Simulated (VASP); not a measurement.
```xyz
3
Lattice="0.0000 3.2638 3.2638 3.2638 0.0000 3.2638 3.2638 3.2638 0.0000" Properties=species:S:1:pos:R:3 pbc="T T T"
Na     1.6319     1.6319     1.6319
Na     4.8957     4.8957     4.8957
S      3.2638     3.2638     0.0000
```

The numbers are results of PBE GGA with D4 dispersion, VASP's PBE PAW potentials (set 64) (plane waves; VASP), not measurements. Settings: 520 eV cut-off, 7×7×7 Γ-centred mesh, tetrahedra with Blöchl corrections, potentials Na_pv S.

**Question.** Predict the energy per atom (σ→0), band gap (on the k-mesh) with the smallest direct gap where there is one.

**Answer.** 
- band gap (on the k-mesh) = 2.51 eV
- smallest direct gap (on the k-mesh) = 2.51 eV
- energy per atom (σ→0) = -3.403 eV/atom

Only differences to runs with the same potentials and settings are physical.

The compound is Na2S in the antifluorite structure. It was relaxed first.
